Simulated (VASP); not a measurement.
Consider the following.

```
RhN
1.0
    2.99298     0.00000     0.00000
   -1.49649     2.59199     0.00000
    0.00000     0.00000     5.07179
Rh N
2 2
Direct
  0.00000   0.00000   0.00000
  0.00000   0.00000   0.50000
  0.33333   0.66667   0.25000
  0.66667   0.33333   0.75000
```

These are PBEsol GGA, VASP's PBE PAW potentials (set 64) (plane waves; VASP) values and carry that method's errors. Settings: 520 eV cut-off, 13×13×7 Γ-centred mesh, tetrahedra with Blöchl corrections, potentials Rh_pv N.

**Question.** Estimate the energy per atom (σ→0), band gap (on the k-mesh) with the smallest direct gap where there is one.

**Answer.** 
The band gap (on the k-mesh) is none (metal, semimetal or under 0.01 eV) and the energy per atom (σ→0) is -7.755 eV/atom.

Total energies compare only between runs with the same potentials, cut-off and functional.

The structure was generated: RhN was put into the NiAs type type (P6_3/mmc), which need not be its known phase. It was relaxed first, which changed the volume by -16 %.
